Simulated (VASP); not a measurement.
Consider the following.

```
Na3P
1.0
    5.05170     0.00000     0.00000
   -2.52585     4.37490     0.00000
    0.00000     0.00000     5.45785
Na P
3 1
Cartesian
  0.00000   0.00000   2.72893
  0.00000   2.91660   0.00000
  2.52585   1.45830   0.00000
  0.00000   0.00000   0.00000
```

Computed with PBEsol GGA, VASP's PBE PAW potentials (set 64) (plane waves; VASP). Settings: 480 eV cut-off, 6×6×4 Γ-centred mesh, Gaussian smearing of 0.050 eV, potentials Na_pv P.

**Question.** Predict the energy per atom (σ→0), band gap (on the k-mesh) with the smallest direct gap where there is one.

**Answer.** 
```json
{
  "band gap (on the k-mesh)": "0.21 eV",
  "smallest direct gap (on the k-mesh)": "0.26 eV",
  "energy per atom (σ→0)": "-2.753 eV/atom"
}
```

The absolute energy has meaning only against runs of the same code, potentials and settings.

The structure was generated: Na3P was put into the Li3N type (P6/mmm), which need not be its known phase. It was relaxed first.
